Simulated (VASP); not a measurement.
An input for Quantum ESPRESSO's pw.x (written as the equivalent of a VASP run, and not itself run):

```
&CONTROL
  calculation = 'scf'
  pseudo_dir = './pseudo'
  outdir = './out'
  tprnfor = .true.
  tstress = .true.
/
&SYSTEM
  ibrav = 0
  nat = 2
  ntyp = 2
  ecutwfc = 88
  occupations = 'smearing'
  smearing = 'gaussian'
  degauss = 0.003675
  input_dft = 'pbe'
/
&ELECTRONS
  conv_thr = 7.3e-08
  electron_maxstep = 100
/
ATOMIC_SPECIES
  Na 22.990 Na.upf
  H 1.008 H.upf
CELL_PARAMETERS angstrom
     0.0000000    2.4161238    2.4161238
     2.4161238    0.0000000    2.4161238
     2.4161238    2.4161238    0.0000000
ATOMIC_POSITIONS crystal
  Na   0.0000000  0.0000000  0.0000000
  H    0.5000000  0.5000000  0.5000000
K_POINTS automatic
  8 8 8 0 0 0
```

Translate this input to VASP (INCAR, KPOINTS, POSCAR, choice of POTCAR).

Several could match; the one computed here: 
INCAR:
```
SYSTEM = NaH
PREC = Accurate
ENCUT = 520
EDIFF = 1E-6
NELM = 100
ALGO = Normal
LREAL = .FALSE.
LASPH = .TRUE.
ISMEAR = 0
SIGMA = 0.05
GGA = PE
LWAVE = .TRUE.
LCHARG = .FALSE.
```

### POSCAR
```
NaH
1
    0.0000000000     2.4161237995     2.4161237995
    2.4161237995     0.0000000000     2.4161237995
    2.4161237995     2.4161237995     0.0000000000
Na H
1 1
Direct
  0.0000000000   0.0000000000   0.0000000000
  0.5000000000   0.5000000000   0.5000000000
```

File KPOINTS:
```
Automatic
0
G
 8 8 8
0 0 0
```

POTCAR, in this order: Na_pv H (PBE.64 set). Program: vasp_std.

Limits of the translation: the potentials are each code's own (VASP's PAW set, PseudoDojo norm-conserving files in pw.x), so ENCUT and ecutwfc are chosen apart and not converted; conv_thr bounds pw.x's estimated SCF error, while EDIFF bounds the energy change between steps.

The compound is NaH in the rock salt structure. It was relaxed first.
